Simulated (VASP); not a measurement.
Energy against volume of V (bcc). Computed with MS2 meta-GGA, VASP's PBE PAW potentials (set 64) (plane waves; VASP). Run with 520 eV cut-off, 17×17×17 Γ-centred mesh, first-order Methfessel-Paxton smearing of 0.10 eV, potentials V_sv.

| V (Å³/atom) | E (eV/atom) |
|---|---|
| 12.795 | -13.36779 |
| 13.191 | -13.37623 |
| 13.586 | -13.36943 |
| 13.982 | -13.35012 |

Question: Fit these four points and predict the energy of the run at 12.399 Å³/atom.

Answer: A cubic in V^(−2/3), the third-order Birch-Murnaghan form, passes through the four points with V0 = 13.20 Å³/atom and B0 = 205 GPa, and gives -13.3407 eV/atom there. The run gave -13.3419 eV/atom, -1.1 meV/atom from the fit; all five points give B0 = 201 GPa.

The compound is V in the bcc structure. It was relaxed first, which changed the volume by -5 %. The run is not spin-polarised, so no magnetic state was tried.
